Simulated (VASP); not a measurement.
**Ir₃Ru (space group I4/mmm): computed properties**

The numbers are results of PBEsol GGA, VASP's PBE PAW potentials (set 64) (plane waves; VASP 6.6.1), not measurements.

```yaml
space_group: I4/mmm (139)
cell: a = 3.813 Å, b = 3.813 Å, c = 7.631 Å, α = 90.00°, β = 90.00°, γ = 90.00°
volume_per_atom: 13.87 Å^3/atom
band gap (over mesh and band path): none (metal, semimetal or under 0.01 eV)
band_gap_with_spin_orbit_coupling: none (metallic)
density: 20.28 g/cm³
```

```
CELL_PARAMETERS angstrom
     -1.90670     1.90670     3.81559
      1.90670    -1.90670     3.81559
      1.90670     1.90670    -3.81559
ATOMIC_POSITIONS crystal
  Ru 0.00000 0.00000 0.00000
  Ir 0.75000 0.25000 0.50000
  Ir 0.25000 0.75000 0.50000
  Ir 0.50000 0.50000 0.00000
```

Unless said otherwise, spin-orbit coupling is left out, though it shifts the bands of the heavy elements here.

The structure comes from a computed database's Ir3Ru entry (I4/mmm); how it stands against other phases isn't given here. It was relaxed first. Symmetry was kept, so distortions that lower it aren't found. The electron count is odd and the run is not spin-polarised, which forces a metal.
